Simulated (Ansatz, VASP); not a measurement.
## AlN: VASP beside Ansatz

Aim: how closely do two programs agree when they are given the same cell, functional and k mesh? The cell is taken from a series of runs on this material, whose earlier steps may have relaxed, scaled, displaced or heated it; both programs get it as it stands.

Method: plane waves, with VASP 6.6.1 beside it; G0W0 gap at PBE, in Ansatz 0.2.0.

## (1) Starting point

It takes space group P6_3mc (No. 186, hexagonal). Conventional cell: a = 3.120 Å, b = 3.120 Å, c = 10.110 Å, α = 90.00°, β = 90.00°, γ = 120.00°. Nearest to Al lie 4 N at 1.90 to 1.92 Å. Nearest to Al lie 4 N at 1.90 to 1.91 Å. Nearest to N lie 4 Al at 1.91 to 1.92 Å. Nearest to N lie 4 Al at 1.90 Å. Farther neighbours and most contacts between anions are not listed.

As a file:

```cif
data_structure
_symmetry_space_group_name_H-M 'P6_3mc'
_symmetry_Int_Tables_number 186
_cell_length_a 3.1202
_cell_length_b 3.1202
_cell_length_c 10.1102
_cell_angle_alpha 90.000
_cell_angle_beta 90.000
_cell_angle_gamma 120.000
_cell_volume 85.24
loop_
_atom_site_label
_atom_site_type_symbol
_atom_site_symmetry_multiplicity
_atom_site_Wyckoff_symbol
_atom_site_fract_x
_atom_site_fract_y
_atom_site_fract_z
_atom_site_occupancy
Al1 Al 2 a 0.00000 0.00000 0.99875 1
Al2 Al 2 b 0.33333 0.66667 0.24983 1
N1 N 2 a 0.00000 0.00000 0.18822 1
N2 N 2 b 0.33333 0.66667 0.43821 1
```

## (2) VASP: G0W0 gap, PBE

Quasiparticle shifts depend on high empty states and on the cores, so they are the hardest test of two PAW sets.

Lines of VASP's logs that name or quote its potential files are left out, and so is its time.

The run reads the wave functions of an earlier VASP run, which isn't shown here.

File INCAR:

```
SYSTEM = AlN
PREC = Accurate
ENCUT = 450
ISMEAR = 0
SIGMA = 0.01
LREAL = .FALSE.
GGA = PE
NBANDS = 272
ALGO = EVGW0
NELMGW = 1
ENCUTGW = 120
NOMEGA = 64
PRECFOCK = Fast
NBANDSGW = 24
LWAVE = .FALSE.
LCHARG = .FALSE.
```

File POSCAR:

```
AlN
1.0
    3.1202290047      0.0000000000      0.0000000000
   -1.5601145023      2.7021975837      0.0000000000
    0.0000000000      0.0000000000     10.1102215084
Al N
4 4
Direct
    0.0000000000      0.0000000000      0.9987499882
    0.3333333333      0.6666666667      0.2498254965
    0.0000000000      0.0000000000      0.4987499882
    0.6666666667      0.3333333333      0.7498254965
    0.0000000000      0.0000000000      0.1882176634
    0.3333333333      0.6666666667      0.4382068519
    0.0000000000      0.0000000000      0.6882176634
    0.6666666667      0.3333333333      0.9382068519
```

File KPOINTS:

```
Automatic mesh
0
Gamma
6 6 2
0 0 0
```

PAW data sets: Al_GW and N_GW (PBE family, release 64).

The run is started by

```sh
mpirun -np 8 vasp_std
```

Numbers of over 12 decimals in the logs are rounded to 6 here.

The program printed:

```text
[banner, memory and clock lines left out]
running    8 mpi-ranks, on    1 nodes
 distrk:  each k-point on    8 cores,    1 groups
 distr:  one band on    1 cores,    8 groups

 POSCAR found type information on POSCAR AlN
 POSCAR found :  2 types and       8 ions
|                                                                             |
|           W    W    AA    RRRRR   N    N  II  N    N   GGGG   !!!           |
|           W    W   A  A   R    R  NN   N  II  NN   N  G    G  !!!           |
|           W    W  A    A  R    R  N N  N  II  N N  N  G       !!!           |
|           W WW W  AAAAAA  RRRRR   N  N N  II  N  N N  G  GGG   !            |
|           WW  WW  A    A  R   R   N   NN  II  N   NN  G    G                |
|           W    W  A    A  R    R  N    N  II  N    N   GGGG   !!!           |
|                                                                             |
|     For optimal performance we recommend to set                             |
|       NCORE = 2 up to number-of-cores-per-socket                            |
|     NCORE specifies how many cores store one orbital (NPAR=cpu/NCORE).      |
|     This setting can greatly improve the performance of VASP for DFT.       |
|     The default, NCORE=1 might be grossly inefficient on modern             |
|     multi-core architectures or massively parallel machines. Do your        |
|     Unfortunately you need to use the default for GW and RPA                |
|     calculations (for HF NCORE is supported but not extensively tested      |
|     yet).                                                                   |
|                                                                             |

|                                                                             |
|           W    W    AA    RRRRR   N    N  II  N    N   GGGG   !!!           |
|           W    W   A  A   R    R  NN   N  II  NN   N  G    G  !!!           |
|           W    W  A    A  R    R  N N  N  II  N N  N  G       !!!           |
|           W WW W  AAAAAA  RRRRR   N  N N  II  N  N N  G  GGG   !            |
|           WW  WW  A    A  R   R   N   NN  II  N   NN  G    G                |
|           W    W  A    A  R    R  N    N  II  N    N   GGGG   !!!           |
|                                                                             |
|     The default for ENCUTGWSOFT is different in this version of VASP.       |
|     please manually set ENCUTGWSOFT =120 in the INCAR file.                 |
|                                                                             |

 LDA part: xc-table for (Slater+PW92), standard interpolation
 found WAVECAR, reading the header
 POSCAR, INCAR and KPOINTS ok, starting setup
 FFT: planning ... GRIDC
 FFT: planning ... GRID_SOFT
 FFT: planning ... GRID
 reading WAVECAR
 the WAVECAR file was read successfully
 initial charge from wavefunction
 available memory per node:     72.94 GB, setting MAXMEM to     74695

 The Fermi energy was updated, please check that it is located mid-gap
 values below the HOMO (VB) or above the LUMO (CB) will cause erroneous energies
 E-fermi :   6.8512

 calculate exact exchange contribution
 the WAVEDER file was read successfully
energies w=
    0.000    0.000    0.545    0.000    1.089    0.000    1.631    0.000
    2.169    0.000    2.702    0.000    3.230    0.000    3.752    0.000
    4.268    0.000    4.776    0.000    5.278    0.000    5.772    0.000
    6.260    0.000    6.741    0.000    7.216    0.000    7.686    0.000
    8.150    0.000    8.611    0.000    9.068    0.000    9.522    0.000
    9.975    0.000   10.427    0.000   10.879    0.000   11.333    0.000
   11.789    0.000   12.249    0.000   12.713    0.000   13.184    0.000
   13.663    0.000   14.150    0.000   14.649    0.000   15.160    0.000
   15.687    0.000   16.230    0.000   16.793    0.000   17.378    0.000
   17.988    0.000   18.628    0.000   19.301    0.000   20.011    0.000
   20.765    0.000   21.569    0.000   22.429    0.000   23.355    0.000
   24.357    0.000   25.447    0.000   26.642    0.000   27.957    0.000
   29.418    0.000   31.052    0.000   32.895    0.000   34.993    0.000
   37.406    0.000   40.214    0.000   43.525    0.000   47.489    0.000
   52.321    0.000   58.342    0.000   66.045    0.000   76.244    0.000
   90.365    0.000  111.175    0.000  144.830    0.000  208.356    0.000
 responsefunction array rank=     272
 LDA part: xc-table for (Slater+PW92), standard interpolation

 min. memory requirement per mpi rank    285.5 MB, per node   2283.9 MB

 allocating   8 responsefunctions rank=   272
 shmem allocating  64 responsefunctions rank=   272
 response function shared by NCSHMEM nodes    1
 Doing            8  frequencies on each core in blocks of           64
NQ=   1    0.0000    0.0000    0.0000,
|.........|.........|.........|.........|.........|.........|.........|.........
 performed        772000 updates of chi_q(r,r)
 total number of BLAS operations        434.05 Gflops
NQ=   2    0.1667    0.0000    0.0000,
|.........|.........|.........|.........|.........|.........|.........|.........
 performed       2066000 updates of chi_q(r,r)
 total number of BLAS operations       1086.66 Gflops
NQ=   3    0.3333    0.0000    0.0000,
|.........|.........|.........|.........|.........|.........|.........|.........
 performed       3360000 updates of chi_q(r,r)
 total number of BLAS operations       1749.72 Gflops
NQ=   4    0.5000    0.0000    0.0000,
|.........|.........|.........|.........|.........|.........|.........|.........
 performed       4419000 updates of chi_q(r,r)
 total number of BLAS operations       2314.10 Gflops
NQ=   5    0.1667    0.1667    0.0000,
|.........|.........|.........|.........|.........|.........|.........|.........
 performed       5792000 updates of chi_q(r,r)
 total number of BLAS operations       3006.19 Gflops
NQ=   6    0.3333    0.1667    0.0000,
|.........|.........|.........|.........|.........|.........|.........|.........
 performed       7321000 updates of chi_q(r,r)
 total number of BLAS operations       3789.59 Gflops
NQ=   7    0.3333    0.3333    0.0000,
|.........|.........|.........|.........|.........|.........|.........|.........
 performed       8224000 updates of chi_q(r,r)
 total number of BLAS operations       4216.24 Gflops
NQ=   8    0.0000    0.0000    0.5000,
|.........|.........|.........|.........|.........|.........|.........|.........
 performed       8996000 updates of chi_q(r,r)
 total number of BLAS operations       4590.28 Gflops
NQ=   9    0.1667    0.0000    0.5000,
|.........|.........|.........|.........|.........|.........|.........|.........
 performed      10290000 updates of chi_q(r,r)
 total number of BLAS operations       5237.70 Gflops
NQ=  10    0.3333    0.0000    0.5000,
|.........|.........|.........|.........|.........|.........|.........|.........
 performed      11584000 updates of chi_q(r,r)
 total number of BLAS operations       5927.23 Gflops
NQ=  11    0.5000    0.0000    0.5000,
|.........|.........|.........|.........|.........|.........|.........|.........
 performed      12643000 updates of chi_q(r,r)
 total number of BLAS operations       6518.16 Gflops
NQ=  12    0.1667    0.1667    0.5000,
|.........|.........|.........|.........|.........|.........|.........|.........
 performed      14016000 updates of chi_q(r,r)
 total number of BLAS operations       7249.40 Gflops
NQ=  13    0.3333    0.1667    0.5000,
|.........|.........|.........|.........|.........|.........|.........|.........
 performed      15545000 updates of chi_q(r,r)
 total number of BLAS operations       8039.00 Gflops
NQ=  14    0.3333    0.3333    0.5000,
|.........|.........|.........|.........|.........|.........|.........|.........
 performed      16448000 updates of chi_q(r,r)
 total number of BLAS operations       8542.58 Gflops
 resolving degeneracies of screened two electron integrals

 calculate QP shifts <psi_nk| G(iteration)W_0 |psi_nk>: iteration 1
 entering main loop
```

Parts of OUTCAR (step 2):

```text
ion  position               nearest neighbor table
   1  0.000  0.000  0.999-   8 1.90   8 1.90   8 1.90   5 1.92
   2  0.333  0.667  0.250-   6 1.90   5 1.91   5 1.91   5 1.91
   3  0.000  0.000  0.499-   6 1.90   6 1.90   6 1.90   7 1.92
   4  0.667  0.333  0.750-   8 1.90   7 1.91   7 1.91   7 1.91
   5  0.000  0.000  0.188-   2 1.91   2 1.91   2 1.91   1 1.92
   6  0.333  0.667  0.438-   3 1.90   3 1.90   3 1.90   2 1.90
   7  0.000  0.000  0.688-   4 1.91   4 1.91   4 1.91   3 1.92
   8  0.667  0.333  0.938-   1 1.90   1 1.90   1 1.90   4 1.90

  LATTYP: Found a hexagonal cell.
 ALAT       =     3.1202290047
 C/A-ratio  =     3.2402177831

 Subroutine GETGRP returns: Found 12 space group operations
 (whereof  6 operations were pure point group operations)

The static configuration has the point symmetry C_3v.
 The point group associated with its full space group is C_6v.

 Found     14 irreducible k-points:

   k-points           NKPTS =     14   k-points in BZ     NKDIM =     72   number of bands    NBANDS=    272

   dimension x,y,z NGX =    24 NGY =   24 NGZ =   70
   dimension x,y,z NGXF=    48 NGYF=   48 NGZF=  140

   ENCUT  =  450.0 eV  33.07 Ry    5.75 a.u.   5.40  5.40 17.49*2*pi/ulx,y,z

   NELECT =      32.0000    total number of electrons

  energy-cutoff  :      450.00
  volume of cell :       85.24
      direct lattice vectors                 reciprocal lattice vectors
     3.120229005  0.000000000  0.000000000     0.320489297  0.185034582  0.000000000
    -1.560114502  2.702197584  0.000000000     0.000000000  0.370069164  0.000000000
     0.000000000  0.000000000 10.110221508     0.000000000  0.000000000  0.098909801

 k-points in reciprocal lattice and weights: Automatic mesh
   0.00000000  0.00000000  0.00000000       0.014
   0.16666667  0.00000000  0.00000000       0.083
   0.33333333  0.00000000  0.00000000       0.083
   0.50000000  0.00000000  0.00000000       0.042
   0.16666667  0.16666667  0.00000000       0.083
   0.33333333  0.16666667  0.00000000       0.167
   0.33333333  0.33333333  0.00000000       0.028
   0.00000000  0.00000000  0.50000000       0.014
   0.16666667  0.00000000  0.50000000       0.083
[...]
0.33333333  0.16666667  0.50000000       0.167
   0.33333333  0.33333333  0.50000000       0.028

 E-fermi :   6.8512

 QP shifts <psi_nk| G(iteration)W_0 |psi_nk>: iteration 1
 for sc-GW calculations column KS-energies equals QP-energies in previous step
 and V_xc(KS)=  KS-energies - (<T + V_ion + V_H > + <T+V_H+V_ion>^1  + <V_x>^1)
 k-point   1 :       0.0000    0.0000    0.0000
  band No.  KS-energies  QP-energies   sigma(KS)   V_xc(KS)     V^pw_x(r,r')   Z            occupation Imag(sigma)
    ...
     13       4.5017       3.7154     -17.5410     -16.5269     -20.6350       0.7753       2.0000       0.0584
     14       4.7604       4.0129     -17.6766     -16.7144     -20.7058       0.7769       2.0000       0.0570
     15       4.7604       4.0129     -17.6766     -16.7144     -20.7058       0.7769       2.0000       0.0570
     16       4.8470       4.1334     -17.6699     -16.7523     -20.6604       0.7775       2.0000       0.0562
     17       8.8559       9.6339     -11.4661     -12.4254      -7.8567       0.8109       0.0000      -0.0497
     18      10.9967      11.9329     -11.6056     -12.7756      -7.5909       0.8002       0.0000      -0.0592
     19      11.2780      12.2294     -11.6979     -12.8871      -7.6486       0.8000       0.0000      -0.0606
     20      11.6999      12.5582      -9.9145     -10.9661      -5.7005       0.8162       0.0000      -0.0613
    ...

 k-point   2 :       0.1667    0.0000    0.0000
  band No.  KS-energies  QP-energies   sigma(KS)   V_xc(KS)     V^pw_x(r,r')   Z            occupation Imag(sigma)
    ...
     13       4.1954       3.3625     -17.3023     -16.2245     -20.4380       0.7727       2.0000       0.0598
     14       4.2331       3.4045     -17.3198     -16.2483     -20.4447       0.7734       2.0000       0.0594
     15       4.6822       3.9251     -17.6676     -16.6920     -20.7256       0.7761       2.0000       0.0574
     16       4.7049       3.9680     -17.5807     -16.6312     -20.6046       0.7762       2.0000       0.0569
     17      10.1676      11.0548     -12.1306     -13.2384      -8.4232       0.8009       0.0000      -0.0520
     18      11.3490      12.2396     -11.2343     -12.3514      -7.1182       0.7973       0.0000      -0.0640
     19      11.6869      12.6180     -11.3899     -12.5570      -7.2306       0.7978       0.0000      -0.0647
     20      12.7976      13.7698     -10.6515     -11.8638      -6.2652       0.8019       0.0000      -0.0690
    ...

 k-point   3 :       0.3333    0.0000    0.0000
  band No.  KS-energies  QP-energies   sigma(KS)   V_xc(KS)     V^pw_x(r,r')   Z            occupation Imag(sigma)
    ...
     13       3.7457       2.8471     -16.9916     -15.8262     -20.1964       0.7711       2.0000       0.0627
     14       3.7700       2.8727     -17.0012     -15.8385     -20.1966       0.7718       2.0000       0.0620
     15       4.2569       3.4501     -17.2127     -16.1702     -20.2941       0.7739       2.0000       0.0584
     16       4.4209       3.6224     -17.5106     -16.4800     -20.6206       0.7748       2.0000       0.0586
     17       9.8554      10.4735      -9.3261     -10.0827      -5.3732       0.8169       0.0000      -0.0581
     18      10.1907      10.8458      -9.4193     -10.2235      -5.4261       0.8147       0.0000      -0.0587
     19      11.5304      12.4063     -10.8802     -11.9720      -6.7219       0.8023       0.0000      -0.0634
     20      12.5450      13.4117     -10.3184     -11.4064      -5.8869       0.7967       0.0000      -0.0753
    ...

 k-point   4 :       0.5000    0.0000    0.0000
  band No.  KS-energies  QP-energies   sigma(KS)   V_xc(KS)     V^pw_x(r,r')   Z            occupation Imag(sigma)
    ...
     13       3.5622       2.6398     -16.8781     -15.6784     -20.1081       0.7689       2.0000       0.0634
     14       3.6022       2.7147     -16.8708     -15.7172     -20.0576       0.7694       2.0000       0.0633
     15       4.0965       3.2607     -17.1968     -16.1155     -20.3323       0.7730       2.0000       0.0592
     16       4.2778       3.4588     -17.4265     -16.3680     -20.5625       0.7738       2.0000       0.0593
     17       8.8555       9.3794      -8.8630      -9.4990      -5.0531       0.8238       0.0000      -0.0555
     18       9.4798      10.0703      -9.0623      -9.7818      -5.1573       0.8207       0.0000      -0.0564
     19      11.7486      12.4958      -9.4775     -10.3987      -5.2174       0.8111       0.0000      -0.0656
     20      11.9908      12.8278     -10.0551     -11.0936      -5.7625       0.8061       0.0000      -0.0670
    ...

[... 4 further parts left out ...]
```

(Part 1 of 2 ends here.)

[Lines on the potential files, build, host, timing and source positions are cut from VASP's logs without a mark.]

[Logs are printed without paths, hosts, clocks, repeated set-up lines and the standing remarks that a program may print on its own settings, such as how far it seeks lower states.]

[Hosts, paths, dates, database ids (printed as entryN), source tags and the programs' standing remarks are cut or masked in the printed files.]
